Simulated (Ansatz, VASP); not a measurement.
# Sb in two plane-wave programs

Aim: how closely do two programs agree when they are given the same cell, functional and k mesh? The cell is taken from a series of runs on this material, whose earlier steps may have relaxed, scaled, displaced or heated it; both programs get it as it stands.

Calculated with Ansatz 0.2.0; plane waves, with VASP 6.6.1 beside it; LDA and LDA, spin-orbit coupling.

**1. Starting point**

The cell holds 2 atoms: 2 Sb. Cell: a = 4.019 Å, b = 4.019 Å, c = 26.400 Å, α = 90.0°, β = 90.0°, γ = 120.0°. Vacuum lies along c.

Structure file:

```cif
data_structure
_symmetry_space_group_name_H-M 'P 1'
_symmetry_Int_Tables_number 1
_cell_length_a 4.0192
_cell_length_b 4.0192
_cell_length_c 26.4000
_cell_angle_alpha 90.000
_cell_angle_beta 90.000
_cell_angle_gamma 120.000
_cell_volume 369.32
loop_
_atom_site_label
_atom_site_type_symbol
_atom_site_fract_x
_atom_site_fract_y
_atom_site_fract_z
_atom_site_occupancy
Sb1 Sb 0.33333 0.66667 0.46935 1
Sb2 Sb 0.66667 0.33333 0.53065 1
```

**2. Ansatz: single point, LDA, pair 1**

Ansatz runs on its default PAW (the set named soft_2) files.

With cell and atoms fixed, the geometry can't cause a difference; cores, projectors, grids and the points listed under the comparison can.

Input file input.yaml:

```yaml
crystal:
  lattice:
    - [4.0191575202, 0.0, 0.0]
    - [-2.0095787601, 3.4806925143, 0.0]
    - [0.0, 0.0, 26.4]
  atoms:
    - { symbol: Sb, position: [0.3333333333, 0.6666666667, 0.469352981] }
    - { symbol: Sb, position: [0.6666666667, 0.3333333333, 0.530647019] }
  periodic: [true, true, false]
kpoints:
  mp_grid: { grid: [6, 6, 1] }
hamiltonian:
  xc: lda
scf:
  occupations: { method: fixed }
  n_extra_bands: 181
output:
  wannier:
    kmesh: [12, 12, 1]
    projections: [{ species: Sb, l: p, shell: 5 }]
    minimise: true
    write_hr: true
    seedname: w
    conv_tol: 1.0e-07
    max_iter: 4000
    disentanglement:
      window: [-8.96, 0.87]
      frozen_window: [-8.96, -2.13]
      conv_tol: 1.0e-08
```

On the command line:

```console
> ansatz run input.yaml --threads 12 --pin off --max-ram 27648MiB --backend cpu --events-out ev --progress --plain --runs-dir out
```

Numbers of over 12 decimals in the logs are rounded to 6 here.

The log of the run:

```text
scf.n_extra_bands = 181 over 15 filled bands (N_el = 30.0): the run solves 196 bands
Engine: ansatz 0.2.0, x86_64-unknown-linux-gnu
Pseudopotentials: kind: paw
Pseudopotential: Sb, paw, valence charge 15, recommended cutoff 420 eV (normal), Sb.paw.azcp
Functional definition: SPW92
  exchange = slater_x
  correlation = pw_c
Crystal: 2 atoms, lattice volume = 369.322 Å³
Basis set: ecut = 420 eV, 7277 PW (Γ)
Bands: 196, of which v1, the nominal top of the filled ones, is band 15 counted from 1 (14 counted from 0)
Symmetry: 12 space group operations
Space group: P-3m1 (ITA 164), of the structure as read, at distance tolerance 7.2e-5 Å
k-points: 7 of 36
Non-local potential: Sb, projectors of the file, l = 0: 2, l = 1: 2, l = 2: 2, l = 3: 2
PAW form: soft (Blöchl's): semilocal exchange-correlation on the pseudo side does not see the compensation charge
PAW frozen core: Sb, regenerated for the run's functional, and the local potential with it (the file was generated under x = pbe(κ = 0.804, μ = 0.219515), c = pbe(β = 0.066725))
PAW one-centre angular grid: Sb, 590 points (default); XC on 64 Gauss nodes
Initial density: superposition of atomic densities (neutral atoms: chi_scale 0, normalization atom), corrected by the library's trained network
Initial wavefunctions: pseudopotential atomic-orbital guess
Functional: x = slater, c = lda
SCF iter   1: F=—  HF=-12671.146588 eV  |F-HF|=—  |Δ(HF+E_count)|=         —  Δρ=2.61e-3  dr2=1.66e-2  ethr=1.77e-3  ⟨swp⟩=4.4  Hψ=4794  notcnv=0  defer=1227
preconditioner: auto → none  [insulator: Δε(μ)=1.178 eV  Ē_g=30.060 eV  n_scr=14 (ndim 8)  ℏωp=6.1 eV  f_vac=0.773  ε∞_Penn≈1.0]
SCF iter   2: F=—  HF=-12671.140506 eV  |F-HF|=—  |Δ(HF+E_count)|=   6.08e-3  Δρ=1.10e-3  dr2=1.84e-3  ethr=5.54e-5  ⟨swp⟩=2.7  Hψ=1642  notcnv=0  defer=1251
SCF iter   3: F=—  HF=-12671.140847 eV  |F-HF|=—  |Δ(HF+E_count)|=   3.41e-4  Δρ=2.62e-4  dr2=2.49e-4  ethr=6.13e-6  ⟨swp⟩=2.0  Hψ=260  notcnv=0  defer=1251
SCF iter   4: F=—  HF=-12671.140890 eV  |F-HF|=—  |Δ(HF+E_count)|=   4.29e-5  Δρ=6.30e-5  dr2=1.91e-5  ethr=8.32e-7  ⟨swp⟩=3.3  Hψ=268  notcnv=0  defer=1251
SCF iter   5: F=—  HF=-12671.140910 eV  |F-HF|=—  |Δ(HF+E_count)|=   2.08e-5  Δρ=1.21e-5  dr2=5.46e-7  ethr=6.36e-8  ⟨swp⟩=2.7  Hψ=907  notcnv=0  defer=1247
SCF iter   6: F=-12671.140911 eV  HF=-12671.140911 eV  |F-HF|=5.86e-9  |Δ(HF+E_count)|=   3.75e-7  Δρ=1.98e-6  dr2=1.14e-8  ethr=3.33e-10  ⟨swp⟩=25.0  Hψ=19306  notcnv=0
SCF 1 converged in 6 iterations: F = -12671.140911 eV  dr2 = 1.14e-8
  greatest PAW one-centre occupation: 0.998 electrons in one spin orbital (limit 2), on the Sb atom at site 1 (counted from 0), in its partial waves of l = 2
NSCF: frozen V_eff on 22 k-points
the Wannier pass solved 22 of the 144 points of its mesh, and has the states at the others by symmetry: states obtained by the crystal's operations at points that were solved too leave a residual of 6.85e-13 eV (read by the count's bands and the next), within 1.11e-5 eV
SCF converged after 6 iterations
Free energy (F): -12671.140911 eV
Harris-Foulkes:  -12671.140911 eV  (|F-HF|=5.86e-9)
Internal energy: -12671.140911 eV  (E = F + TS)
E sigma→0 (E₀):  -12671.140911 eV
Fermi energy:    -4.953094 eV
--- Per-component energies (eV) ---
  E_band       = -764.321625
  E_kinetic    = 416.724013
  E_local      = -35338.415785  (includes V_loc(G=0)·N_el)
  E_nonlocal   = 732.888030
  E_hartree    = 17304.431292
  E_xc         = -275.031048
  E_vxc        = -193.717083  (∫ρ·V_xc dr)
  E_paw        = -8853.254347  (= ΣΔE_a)
  E_vpaw       = -990.663055  (= ΣTr[D̂ρ^β])
  E_aug_tail   = -0.000004  (compensation charges beyond the density's cutoff)
  E_ewald      = 13340.399292
  E_core_change = 1.117647  (= ΣΔE_core)
  E_smearing   = -0.000000  (= −TS)
  E_closure    = -0.000000  (closes the sum)
  Σ components = -12671.140911   (vs F -12671.140911, Δ=0.00e0)
--- Band table (eV; the first three rows and the last of 7) ---
  k-point 0: bands = [... 11 lower, -11.4940, -5.7760, -4.9531, -4.9531, -3.2903, -2.0951, -2.0951, -0.6197, ... 177 higher]
  k-point 1: bands = [... 11 lower, -11.4770, -6.9191, -5.6414, -5.5549, -3.2069, -1.5751, -1.5442, -0.2586, ... 177 higher]
  k-point 2: bands = [... 11 lower, -12.0179, -8.2707, -6.3425, -5.9122, -3.8155, -1.9393, -1.2950, 0.4713, ... 177 higher]
  k-point 6: bands = [... 11 lower, -13.7069, -8.8132, -6.9317, -6.9317, -3.6632, -1.3688, -1.3688, 1.6007, ... 177 higher]
  ° read free of the cell's end (the report's vacuum.weakly_bound_levels)
Wannier search: line search 1 of at most 4000: gauge-dependent spread (as the search counts it) 0.9849474 Å², largest recent change 1.9e-1 Å² and fall left 4.8e-5 Å² against conv_tol 1.0e-7 Å², 0 stops escaped
```

**3. VASP: single point, LDA, pair 1**

The same cell, functional (in two slightly different forms) and mesh now go to VASP, with its own data sets.

Lines of VASP's logs that name or quote its potential files are left out, and so is its time.

Input file INCAR:

```
SYSTEM = Sb
PREC = Accurate
ENCUT = 400
EDIFF = 1E-06
NELM = 120
ISMEAR = 0
SIGMA = 0.01
LREAL = .FALSE.
ALGO = Normal
GGA = PW92
NBANDS = 11
LORBIT = 11
LWAVE = .FALSE.
LCHARG = .FALSE.
ISIF = 2
LDIPOL = .TRUE.
IDIPOL = 3
DIPOL = 0.5 0.5 0.5
LVHAR = .TRUE.
LASPH = .TRUE.
GGA_COMPAT = .FALSE.
EFERMI = MIDGAP
NELMDL = -8
KPAR = 2
```

Input file POSCAR:

```
Sb
1.0
    4.0191575202      0.0000000000      0.0000000000
   -2.0095787601      3.4806925143      0.0000000000
    0.0000000000      0.0000000000     26.4000000000
Sb
2
Direct
    0.3333333333      0.6666666667      0.4693529810
    0.6666666666      0.3333333334      0.5306470190
```

Input file KPOINTS:

```
Automatic mesh
0
Gamma
6 6 1
0 0 0
```

PAW data sets: Sb (LDA family, release 64).

On the command line:

```console
> mpirun -np 2 vasp_std
```

The log of the run:

```text
[banner, memory and clock lines left out]
running    2 mpi-ranks, on    1 nodes
 distrk:  each k-point on    1 cores,    2 groups
 distr:  one band on    1 cores,    1 groups

 POSCAR found type information on POSCAR Sb
 POSCAR found :  1 types and       2 ions
|                                                                             |
|               ----> ADVICE to this user running VASP <----                  |
|                                                                             |
|     You enforced a specific xc type in the INCAR file but a different       |
|     [... a line on the potential file left out ...]
|     I HOPE YOU KNOW WHAT YOU ARE DOING!                                     |
|                                                                             |

 LDA part: xc-table for (Slater(with rela. corr.)+PW92), standard interpolation
 POSCAR, INCAR and KPOINTS ok, starting setup
 FFT: planning ... GRIDC
 FFT: planning ... GRID_SOFT
 FFT: planning ... GRID
 WAVECAR not read
 entering main loop
       N       E                     dE             d eps       ncg     rms          rms(c)
DAV:   1     0.457471137416E+02    0.45747E+02   -0.22575E+03   154   0.456E+02
DAV:   2    -0.558543903863E+01   -0.51333E+02   -0.49106E+02   272   0.849E+01
DAV:   3    -0.910953586076E+01   -0.35241E+01   -0.35163E+01   203   0.292E+01
DAV:   4    -0.918350546491E+01   -0.73970E-01   -0.73961E-01   198   0.511E+00
DAV:   5    -0.918642184225E+01   -0.29164E-02   -0.29164E-02   221   0.110E+00
DAV:   6    -0.918645843661E+01   -0.36594E-04   -0.36594E-04   208   0.109E-01
DAV:   7    -0.918645961014E+01   -0.11735E-05   -0.11734E-05   226   0.175E-02
DAV:   8    -0.918645964238E+01   -0.32243E-07   -0.32325E-07   176   0.226E-03    0.329E+00
DAV:   9    -0.913039996275E+01    0.56060E-01   -0.24858E-02   169   0.689E-01    0.200E+00
DAV:  10    -0.909966597171E+01    0.30734E-01   -0.54012E-02   169   0.103E+00    0.108E-01
DAV:  11    -0.909963174148E+01    0.34230E-04   -0.19194E-03   178   0.252E-01    0.329E-02
DAV:  12    -0.909970077468E+01   -0.69033E-04   -0.13576E-04   199   0.684E-02    0.187E-02
DAV:  13    -0.909985670281E+01   -0.15593E-03   -0.65383E-05   166   0.306E-02    0.111E-02
DAV:  15    -0.910017788548E+01   -0.16936E-03   -0.32670E-05   172   0.170E-02    0.400E-03
DAV:  16    -0.910021788476E+01   -0.39999E-04   -0.13352E-06   213   0.424E-03    0.225E-03
DAV:  17    -0.910028090293E+01   -0.63018E-04   -0.49902E-06   185   0.561E-03    0.105E-03
DAV:  18    -0.910030091646E+01   -0.20014E-04   -0.85813E-07   202   0.214E-03    0.792E-04
DAV:  19    -0.910031312756E+01   -0.12211E-04   -0.48557E-07   187   0.165E-03    0.245E-04
DAV:  20    -0.910031740127E+01   -0.42737E-05   -0.91569E-08   163   0.732E-04    0.110E-04
DAV:  21    -0.910031960065E+01   -0.21994E-05   -0.62468E-08   144   0.520E-04    0.949E-05
DAV:  22    -0.910032015512E+01   -0.55448E-06   -0.10846E-08   148   0.228E-04
   1 F= -.91003202E+01 E0= -.91003202E+01  d E =0.000000E+00
```

OUTCAR, selected parts (step 3):

```text
ion  position               nearest neighbor table
   1  0.333  0.667  0.469-   2 2.83   2 2.83   2 2.83
   2  0.667  0.333  0.531-   1 2.83   1 2.83   1 2.83

  LATTYP: Found a hexagonal cell.
 ALAT       =     4.0191575202
 C/A-ratio  =     6.5685407619

 Subroutine GETGRP returns: Found 12 space group operations
 (whereof 12 operations were pure point group operations)

The static configuration has the point symmetry D_3d.

 Found      7 irreducible k-points:

   k-points           NKPTS =      7   k-points in BZ     NKDIM =      7   number of bands    NBANDS=     11

   dimension x,y,z NGX =    28 NGY =   28 NGZ =  180
   dimension x,y,z NGXF=    56 NGYF=   56 NGZF=  360

   ENCUT  =  400.0 eV  29.40 Ry    5.42 a.u.   6.55  6.55 43.05*2*pi/ulx,y,z

   NELECT =      10.0000    total number of electrons

 k-points in reciprocal lattice and weights: Automatic mesh
   0.00000000  0.00000000  0.00000000       0.028
   0.16666667  0.00000000  0.00000000       0.167
   0.33333333  0.00000000  0.00000000       0.167
   0.50000000  0.00000000  0.00000000       0.083
   0.16666667  0.16666667  0.00000000       0.167
   0.33333333  0.16666667  0.00000000       0.333
   0.33333333  0.33333333  0.00000000       0.056

 dipolmoment           0.000000      0.000000     -0.000000 electrons x Angstroem

 average (electrostatic) potential at core
       1 -96.2578       2 -96.2578

 E-fermi :  -2.5451

 k-point     1 :       0.0000    0.0000    0.0000
  band No.  band energies     occupation
      1     -14.9042      2.00000
      2      -9.5593      2.00000
      3      -3.8881      2.00000
      4      -3.1203      2.00000
      5      -3.1203      2.00000
      6      -1.4638      0.00000
      7      -0.2486      0.00000
      8      -0.2486      0.00000
      9       1.2431      0.00000
     10       1.6103      0.00000
    ...

 k-point     2 :       0.1667    0.0000    0.0000
  band No.  band energies     occupation
      1     -14.5883      2.00000
      2      -9.5446      2.00000
      3      -5.0952      2.00000
      4      -3.7489      2.00000
      5      -3.7241      2.00000
      6      -1.3585      0.00000
      7       0.2839      0.00000
      8       0.3123      0.00000
      9       1.5984      0.00000
     10       1.9377      0.00000
    ...

 k-point     3 :       0.3333    0.0000    0.0000
  band No.  band energies     occupation
      1     -13.6937      2.00000
      2     -10.1191      2.00000
      3      -6.4196      2.00000
      4      -4.5141      2.00000
      5      -4.0141      2.00000
      6      -1.9700      0.00000
      7      -0.0992      0.00000
      8       0.5762      0.00000
      9       2.3167      0.00000
     10       2.4269      0.00000
    ...

  Total        0.0925809      0.0925809      0.2250273      0.0000000      0.0000000      0.0000000
  in kB        0.4016310      0.4016310      0.9762052      0.0000000      0.0000000      0.0000000
  external PRESSURE =       0.5931557 kB  Pullay stress =       0.0000000 kB

  energy-cutoff  :      400.00
  volume of cell :      369.32
      direct lattice vectors                 reciprocal lattice vectors
     4.019157520  0.000000000  0.000000000     0.248808362  0.143649575  0.000000000
    -2.009578760  3.480692514  0.000000000     0.000000000  0.287299150  0.000000000
     0.000000000  0.000000000 26.400000000     0.000000000  0.000000000  0.037878788

 POSITION                                       TOTAL-FORCE (eV/Angst)
 -----------------------------------------------------------------------------------
     -0.00000      2.32046     12.39092         0.000000      0.000000     -0.141862
      2.00958      1.16023     14.00908        -0.000000     -0.000000      0.141862
 -----------------------------------------------------------------------------------
    total drift:                                0.000000     -0.000000     -0.000000

  FREE ENERGIE OF THE ION-ELECTRON SYSTEM (eV)
  ---------------------------------------------------
  free  energy   TOTEN  =        -9.1003201551 eV

  energy  without entropy=       -9.1003201551  energy(sigma->0) =       -9.10032016

 vacuum level on the upper side and lower side of the slab         1.890         1.890

 total charge
# of ion       s       p       d       tot
------------------------------------------
    1        1.218   1.201   0.032   2.451
    2        1.218   1.201   0.032   2.451
--------------------------------------------------
tot          2.435   2.402   0.064   4.901

[... 3 further parts left out ...]
```

**4. Differences**

Known differences besides the potentials themselves: fixed occupations in Ansatz, narrow Gaussian smearing in VASP; Ansatz cuts the interaction across the vacuum, VASP repeats the sheet with a dipole correction (LDIPOL); the data sets hold 30 valence electrons in Ansatz (on its default PAW (the set named soft_2) files) and 10 in VASP; the cutoff is 420 eV in Ansatz and 400 eV in VASP; VASP's log shows a relativistic correction to its local exchange, Ansatz's none. Total energies have different zeros and are not compared.

The two programs side by side:

| quantity | Ansatz | VASP | difference |
| --- | --- | --- | --- |
| gap on the k mesh (eV) | 1.138 | 1.150 | -0.013 |

A gap on the mesh is an upper bound, since the band edges may lie between its points. Where the cell holds vacuum, a pressure given here is an average over it and none of the material.

**5. Ansatz: single point, LDA, pair 2**

A single point takes one fixed geometry, so differences don't come from the geometry; what else differs is listed under the comparison.

The cell is taken from a series of runs on this material, whose earlier steps may have relaxed, scaled, displaced or heated it; both programs get it as it stands.

input.yaml, the sections that differ from step 2:

```yaml
kpoints:
  mp_grid: { grid: [6, 6, 1] }
  band_path:
    path:
      - [0, 0, 0]
      - [0.5, 0, 0]
      - [0.3333333333333, 0.3333333333333, 0]
      - [0, 0, 0]
    npoints: 10
scf:
  occupations: { method: fermi_dirac, width: 0.02 }
  n_extra_bands: 181
output:
  eigenvalues: true
  forces: true
  stress: true
  fatbands: true
  write_density: true
  write_potential: true
  elf: true
  volumetric_format: npy
# crystal, hamiltonian: as in step 2
```

On the command line:

```console
> ansatz run input.yaml --threads 12 --pin off --max-ram 27648MiB --backend cpu --events-out ev --progress --plain --runs-dir out
```

The log of the run:

```text
[...]
Crystal: 2 atoms, lattice volume = 369.322 Å³
Basis set: ecut = 420 eV, 7277 PW (Γ)
Bands: 196, of which v1, the nominal top of the filled ones, is band 15 counted from 1 (14 counted from 0)
Symmetry: 12 space group operations
[...]
k-points: 7 of 36
[...]
SCF iter   1: F=—  HF=-12671.146710 eV  |F-HF|=—  |Δ(HF+E_count)|=         —  Δρ=2.60e-3  dr2=1.63e-2  ethr=1.77e-3  ⟨swp⟩=5.9  Hψ=7353  notcnv=0  defer=803
[...]
k-point 0: bands = [... 11 lower, -11.4940, -5.7760, -4.9531, -4.9531, -3.2903, -2.0951, -2.0951, -0.6197, ... 177 higher]
  k-point 1: bands = [... 11 lower, -11.4771, -6.9191, -5.6414, -5.5548, -3.2069, -1.5751, -1.5442, -0.2587, ... 177 higher]
  k-point 2: bands = [... 11 lower, -12.0179, -8.2707, -6.3425, -5.9122, -3.8155, -1.9393, -1.2950, 0.4713, ... 177 higher]
  k-point 6: bands = [... 11 lower, -13.7069, -8.8132, -6.9317, -6.9317, -3.6632, -1.3688, -1.3688, 1.6007, ... 177 higher]
  ° read free of the cell's end (the report's vacuum.weakly_bound_levels)
[key lines of the parts left out:]
Fermi energy:    -4.395298 eV
P = ½ c Tr σ = -0.0379 N/m
```

**6. VASP: single point, LDA, pair 2**

The same cell, functional (in two slightly different forms), mesh and smearing now go to VASP, with its own data sets.

Edit INCAR of step 3 so:

```diff
@@ -5,4 +5,4 @@
 NELM = 120
-ISMEAR = 0
-SIGMA = 0.01
+ISMEAR = -1
+SIGMA = 0.02
 LREAL = .FALSE.
```

POSCAR is that of step 3.

KPOINTS is that of step 3.

On the command line:

```console
> mpirun -np 2 vasp_std
```

The log of the run:

```text
[banner, memory and clock lines left out]
running    2 mpi-ranks, on    1 nodes
[...]
[... a notice as in an earlier step ...]

 LDA part: xc-table for (Slater(with rela. corr.)+PW92), standard interpolation
 POSCAR, INCAR and KPOINTS ok, starting setup
[...]
entering main loop
       N       E                     dE             d eps       ncg     rms          rms(c)
DAV:   1     0.457434071137E+02    0.45743E+02   -0.22575E+03   154   0.456E+02
DAV:   2    -0.558543903863E+01   -0.51329E+02   -0.49101E+02   272   0.849E+01
[... 6 cycles as in an earlier step ...]
DAV:   9    -0.913039996278E+01    0.56060E-01   -0.24858E-02   169   0.689E-01    0.200E+00
DAV:  10    -0.909966597172E+01    0.30734E-01   -0.54012E-02   169   0.103E+00    0.108E-01
DAV:  11    -0.909963174155E+01    0.34230E-04   -0.19194E-03   178   0.252E-01    0.329E-02
DAV:  12    -0.909970077460E+01   -0.69033E-04   -0.13576E-04   199   0.684E-02    0.187E-02
[...]
DAV:  20    -0.910031740127E+01   -0.42738E-05   -0.91575E-08   163   0.732E-04    0.110E-04
DAV:  21    -0.910031960063E+01   -0.21994E-05   -0.62477E-08   144   0.520E-04    0.949E-05
DAV:  22    -0.910032015519E+01   -0.55455E-06   -0.10846E-08   148   0.228E-04
   1 F= -.91003202E+01 E0= -.91003202E+01  d E =-.856562E-13
```

Parts of OUTCAR (step 6):

```text
 POSITION                                       TOTAL-FORCE (eV/Angst)
 -----------------------------------------------------------------------------------
     -0.00000      2.32046     12.39092         0.000000      0.000000     -0.141862
      2.00958      1.16023     14.00908        -0.000000      0.000000      0.141862
 -----------------------------------------------------------------------------------
    total drift:                                0.000000     -0.000000     -0.000000

  FREE ENERGIE OF THE ION-ELECTRON SYSTEM (eV)
  ---------------------------------------------------
  free  energy   TOTEN  =        -9.1003201552 eV

  energy  without entropy=       -9.1003201552  energy(sigma->0) =       -9.10032016

[... 3 parts as in an earlier step ...]

[... 1 further part left out ...]
[key lines of the parts left out:]
E-fermi :  -2.5451
```

**7. Differences**

What differs besides the data sets and the points named for the pairs above, as far as they apply: the data sets hold 30 valence electrons in Ansatz (on its default PAW (the set named soft_2) files) and 10 in VASP. Total energies have different zeros and are not compared.

The two programs side by side:

| quantity | Ansatz | VASP | difference |
| --- | --- | --- | --- |
| gap on the k mesh (eV) | 1.138 | 1.150 | -0.013 |

Forces (eV/Å; atoms numbered as in POSCAR):

| atom | Ansatz x, y, z | VASP x, y, z |
| --- | --- | --- |
| Sb1 | 0.000, 0.000, 0.006 | 0.000, 0.000, -0.142 |
| Sb2 | 0.000, 0.000, -0.006 | 0.000, 0.000, 0.142 |

The forces differ by 85 meV/Å r.m.s., where the r.m.s. force is 0.003 eV/Å in Ansatz and 0.082 eV/Å in VASP: the atoms lie near their places of rest in Ansatz, so a percentage would say little (all taken over all components). A gap on the mesh is an upper bound, since the band edges may lie between its points. Where the cell holds vacuum, a pressure given here is an average over it and none of the material.

(Continued in part 2 of 2.)

[Lines on the potential files, build, host, timing and source positions are cut from VASP's logs without a mark.]

[Logs are printed without paths, hosts, clocks, repeated set-up lines and the standing remarks that a program may print on its own settings, such as how far it seeks lower states.]

[Hosts, paths, dates, database ids (printed as entryN), source tags and the programs' standing remarks are cut or masked in the printed files.]
